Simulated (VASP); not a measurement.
These are PBEsol GGA, VASP's PBE PAW potentials (set 64) (plane waves; VASP 6.6.1) values and carry that method's errors. For the first row: Numerical set-up: 400 eV cut-off, 11×11×11 Γ-centred mesh, tetrahedra with Blöchl corrections, potentials Ba_sv Al.

| system | energy (eV/atom) |
|---|---|
| BaAl4 (sg139) | -3.9347 |
| Ba (bcc) | -2.1495 |
| Al (fcc) | -4.0930 |

The references are the elements' solids at the same level; no temperature or zero-point terms are added.

What is the formation energy per atom of BaAl$_{4}$?

The references average (1×(-2.1495) + 4×(-4.0930))/5 = -3.7043 eV, so the formation energy is -3.9347 − (-3.7043) = -0.230 eV/atom.
